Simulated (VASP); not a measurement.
Here is the system:

```
CsSnI3
1.0
    6.38953     0.00000     0.00000
    0.00000     6.38953     0.00000
    0.00000     0.00000     6.38953
Cs Sn I
1 1 3
Direct
  0.00000   0.00000   0.00000
  0.50000   0.50000   0.50000
  0.50000   0.00000   0.50000
  0.00000   0.50000   0.50000
  0.50000   0.50000   0.00000
```

Calculation: RPBE GGA, VASP's PBE PAW potentials (set 64) (plane waves; VASP). Numerical set-up: 520 eV cut-off, 3×3×3 Γ-centred mesh, Gaussian smearing of 0.050 eV, potentials Cs_sv Sn_d I.

**Question.** What does the run give for the energy per atom (σ→0)?

**Answer.** 
```json
{
  "energy per atom (σ→0)": "-2.627 eV/atom"
}
```

Total energies compare only between runs with the same potentials, cut-off and functional.

The compound is CsSnI3 in the cubic perovskite structure, the ideal cubic form; the compound distorts at low or room temperature. It was relaxed first, which changed the volume by +8 %. The start is the result of an earlier pass.
